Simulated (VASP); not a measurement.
Data:

```xyz
2
Lattice="0.0000 2.2005 2.2005 2.2005 0.0000 2.2005 2.2005 2.2005 0.0000" Properties=species:S:1:pos:R:3 pbc="T T T"
Al     0.0000     0.0000     0.0000
N      1.1003     1.1003     1.1003
```

Method: PBE GGA, VASP's PBE PAW potentials (set 64) (plane waves; VASP). Numerical set-up: 520 eV cut-off, Gaussian smearing of 0.050 eV, potentials Al N.

Task: Give the energies of bands 2 to 5 at the high-symmetry points, in eV from the valence-band maximum.

Result: 
```csv
band,Γ,X,U,L,W
2,0.00,-4.83,-4.20,-5.76,-3.75
3,0.00,-1.75,-3.56,-0.48,-3.36
4,0.00,-1.75,-1.35,-0.48,-2.65
5,4.00,3.31,5.12,7.17,5.99
```

The gap is indirect, 3.31 eV, from the valence maximum at Γ to the conduction minimum at X.

Measured: gap 5.34 eV (computed value off by -2.03 eV), as given by Daiki Deguchi et al., Japanese Journal of Applied Physics (2016), arXiv:1512.06930.

The compound is AlN in the zinc blende structure, a metastable form; wurtzite is the usual one. It was relaxed first.
